Wurtzite aluminium nitride repeats a cell of four atoms, two Al and two N. When every cell of the crystal moves in step, four atoms with three directions each have twelve independent vibrations. Listed from the lowest frequency to the highest, they take places 1 to 12. Six of them stand below under letters, and the candidates are their places in that list. Which place belongs to each letter, and what are the atoms doing there?

VASP 6.6.1 calculation with the PBE functional and the recommended PAW PBE potentials for wurtzite AlN (4-atom cell), without spin polarisation, with a 520 eV cutoff, a 9×9×6 k mesh and Gaussian smearing of 0.01 eV. Phonon frequencies are harmonic, with imaginary ones shown as negative; phonon q row 1 is the zone centre, q = (0, 0, 0). Candidates: 12, 3, 8, 5, 11, 10.

```tsv
row	phonon q row (row)	phonon frequency (cm⁻¹)
A	1	237.1
B	1	706.8
C	1	636.3
D	1	0.0
E	1	648.8
F	1	648.8
```

The order of the values settles four letters at once. D is the lowest and takes place 3, A follows at 5, C at 8, and B is the highest at 12. E and F are equal and share places 10 and 11. The motions behind these places take more thought, and the structure of the crystal is the way in.

Wurtzite is a stack of double layers, each made of one sheet of Al and one sheet of N. Inside a double layer three slanted bonds hold each atom, while a single bond along the stacking axis c ties it to the next double layer. The cell holds two double layers, which can move in step or opposed. Within each, Al and N can move together or against each other. That makes four families of motion, and each has two sideways directions and one along c, twelve vibrations in total. A real vibration can mix the two families with opposed double layers, which leaves the count unchanged.

The first limiting case is the family in which everything moves together. The whole crystal is then displaced, no bond changes its length or angle, and no force pulls back. The frequency must be zero, as it is for D. Since a crystal can be displaced in three directions, places 1 and 2 should be zero as well.

The equality of E and F comes from the symmetry about c. A third of a turn about c leaves the crystal as it was but points a sideways vibration in a new direction. The turned vibration must have the same frequency, so every sideways vibration has a twin. Any mixture of the twins is again a vibration of that frequency, and the choice of which to list first is arbitrary. E and F therefore stay ambiguous as a matter of principle, and a finer calculation would not separate them.

A is the lowest lettered frequency above zero, and a simpler system shows how such a soft vibration can arise. Take a chain of atoms joined by strong and weak springs in turn. In the limit where the weak springs lose all their strength, each strongly bound pair drifts freely against its neighbours, and the frequency of that motion falls to zero whatever the masses. In the crystal the double layers play the part of the pairs. When they slide sideways in opposite directions, they mainly bend the single bonds along c, and bending a bond takes much less force than stretching it.

The chain has only one direction of motion and carries no charges, so it explains softness but neither twins nor electric fields. On this picture A is a sideways motion and should have a twin. Whether C has one is open from the lettered values alone. B, at the top, invites the guess that it is the longitudinal optical vibration, in which an electric field adds to the pull of the bonds.

The rows with their labels:

```tsv
row	phonon q row (row)	phonon frequency (cm⁻¹)
1	1	-0.1
2	1	0.0
3	1	0.0
4	1	237.1
5	1	237.1
6	1	535.4
7	1	594.4
8	1	636.3
9	1	636.3
10	1	648.8
11	1	648.8
12	1	706.8
```

The labels are A = 5, B = 12, C = 8, D = 3, E = 11 and F = 10. Rows 1 to 3 are the three displacements of the whole crystal, and the −0.1 1/cm of row 1 is numerical noise, not an instability. A has its twin in row 4, and C turns out to have one in row 9. Above zero there are thus three pairs and three singles, just what three families with two sideways directions and one along c require.

The full list also allows a test of whether mass alone could make the lowest pair so soft. A squared frequency is a restoring force per displacement divided by a moving mass. Between row 5 and row 8 the square rises by a factor of 7.2. If the displacement is measured by the sum of squares over all atoms, the moving mass is a weighted mean and lies between that of N and that of Al, which differ by a factor of 1.9. Even if the low vibration moved only Al and the high one only N, the restoring force would have to differ by a factor of at least 3.7. The numbers thus demand a weak force. That it comes from sliding double layers is an argument from the structure, which the frequencies alone do not prove.

The places are now known, but the family of each row does not follow from its frequency alone. The pairs at 636.3 and 648.8 1/cm lie only 12.5 1/cm apart, and either could be the one in which all Al atoms move against all N atoms. The order usually found for this crystal gives that role to the upper pair, rows 10 and 11, and to row 7 among the singles. In these vibrations all Al atoms shift one way and all N atoms the other, so the dipoles of the double layers add up and the vibrations are polar. In row 12, by the same order, the motion in one double layer is the reverse of that in the next, and the dipoles cancel.

This bears on the guess about B, and it matters where AlN carries current. Electrons in a polar semiconductor can lose much of their energy and direction to the longitudinal optical vibration, because its electric field reaches them directly. That field appears when a polar displacement points along the direction in which the wave travels. The listed frequencies were computed at exactly zero wave vector without such a field, so they contain only the pull of the bonds and of the local charges.

The dielectric constants of the same calculation supply the effect of the field. Let ε∞ be the dielectric constant with the ions held still, ε_ion what the ions add to it in a steady field while the cell keeps its shape, and ω_T the polar frequency without the field. For a single polar vibration along c, the response at frequency ω is ε(ω) = ε∞ + ε_ion ω_T²/(ω_T² − ω²). A longitudinal wave can sustain itself where ε(ω) is zero, which gives ω_L² = ω_T²(ε∞ + ε_ion)/ε∞. This is the Lyddane–Sachs–Teller relation. In the limit where the ions carry no effective charge, ε_ion vanishes and the two frequencies coincide.

Along c the calculation gives ε∞ = 4.69 and ε_ion = 5.08. The ratio of the frequencies is the square root of (4.69 + 5.08)/4.69, or 1.44. Applied to row 7, it puts the longitudinal vibration at 858 1/cm, far above row 12. The ions add slightly more to the dielectric constant than ε∞ itself, so by the relation the field more than doubles the squared frequency.

For an electron in an AlN channel the difference is practical. At 300 K the quantum of this longitudinal vibration is 4.1 times the thermal energy, against 3.4 times for row 12. The number of thermally excited quanta falls roughly as the exponential of minus this ratio. Whoever takes row 12 for the longitudinal vibration therefore counts about twice as many quanta for an electron to absorb, since e^0.7 is close to 2.

The estimate has no adjustable constant, but it leans on row 7 being the polar single. If row 6 held that role, the longitudinal frequency would be 773 1/cm, still above row 12. Under either choice B is not the longitudinal vibration, since no row of the list includes the field. The printed output gives the results for the other choices, including the sideways pairs.

The relation itself is exact for one undamped harmonic polar vibration in each direction, so its result is as good as the calculated forces and dielectric constants. Measured frequencies of the longitudinal vibration along c are expected to lie a few per cent above the estimate. Thermal and zero-point motion, which the calculation leaves out, usually lower a frequency and would widen the gap. The tendency of PBE to make bonds slightly too soft has the right direction, though this table does not test it.

The analysis program printed:

```
Modes expected for 4 atoms (3 per atom): 12
Modes near zero frequency: 3
Optical modes: 9
Degenerate optical pairs: 3
Single optical modes: 3
Gap between the pairs of rows 8 and 10 (1/cm): 12.5
Gap between rows 10 and 12 (1/cm): 58
Frequency ratio of row 8 to row 5: 2.684
Squared frequency ratio of row 8 to row 5: 7.202
Mass ratio of Al to N: 1.929
Least ratio of restoring forces, row 8 to row 5: 3.734
LO to TO frequency ratio along c: 1.443
LO to TO frequency ratio in plane: 1.358
LO along c if row 6 is the polar single (1/cm): 772.7
LO along c if row 7 is the polar single (1/cm): 857.8
LO along c if row 12 is the polar single (1/cm): 1020
LO in plane if row 5 is in the polar pair (1/cm): 321.9
LO in plane if row 8 is in the polar pair (1/cm): 863.8
LO in plane if row 10 is in the polar pair (1/cm): 880.8
LO-TO splitting along c with row 7 as A1(TO) (1/cm): 263.4
LO-TO splitting in plane with row 10 as E1(TO) (1/cm): 232
Quantum of the LO mode along c, row 7 as A1(TO) (eV): 0.1064
The same quantum over thermal energy at 300 K: 4.114
Quantum of row 12 over thermal energy at 300 K: 3.39
```
